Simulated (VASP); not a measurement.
Wanted: the native input for a VASP 6.6.1 run.

```yaml
Task: relaxation of the atoms
Functional: PBE
Dispersion: D3(BJ)
Potentials_or_basis: VASP PAW PBE potentials, release 64 (Br)
Cutoff: 400 eV
k_mesh: 1 × 1 × 1
Occupations: gaussian, width 0.01 eV
Spin: no spin polarisation
Atoms_held_fixed_from_0: "[0]"
Further_INCAR_settings: ALGO = Fast; EDIFF = 1e-06; ISYM = 0; IBRION = 2; EDIFFG = -0.03; NSW = 120
```

The structure of Br2 lies in POSCAR:

```
Br
1.0
   12.4722938544      0.0000000000      0.0000000000
    0.0000000000     12.9722938544      0.0000000000
    0.0000000000      0.0000000000     13.4722938544
Br
2
Selective dynamics
Direct
    0.5078502952      0.4603059264      0.5731981456  F F F
    0.4921497048      0.5474028105      0.4268018544  T T T
```

These files were run (other wordings do the same):

INCAR

```
SYSTEM = Br
PREC = Accurate ; ENCUT = 400
EDIFF = 1E-6 ; ISMEAR = 0
SIGMA = 0.01 ; LREAL = .False.
LASPH = .True. ; NELM = 60
ALGO = Fast ; ISIF = 2
LWAVE = .False. ; LCHARG = .False.
GGA = PE ; IVDW = 12
IBRION = 2 ; NSW = 120
EDIFFG = -0.03 ; ISYM = 0
```

KPOINTS

```
Automatic mesh
0
Gamma
  1 1 1
  0 0 0
```

Potentials or basis: VASP PAW PBE potentials, release 64 (Br).

The run is started by

```console
$ cat potpaw_PBE.64/Br/POTCAR > POTCAR
$ mpirun -np 4 vasp_gam > vasp.out
```

It gave:

- Energy gained by relaxing: 2.3 meV/atom
- Ionic steps: 3
- Gap between the frontier levels: 2.21 eV
- Dispersion energy per atom: -0.018 eV

It took 32 s on 4 MPI ranks on Intel(R) Xeon(R) 6975P-C (Granite Rapids), with other jobs on the host, peak memory 0.44 GiB a rank.
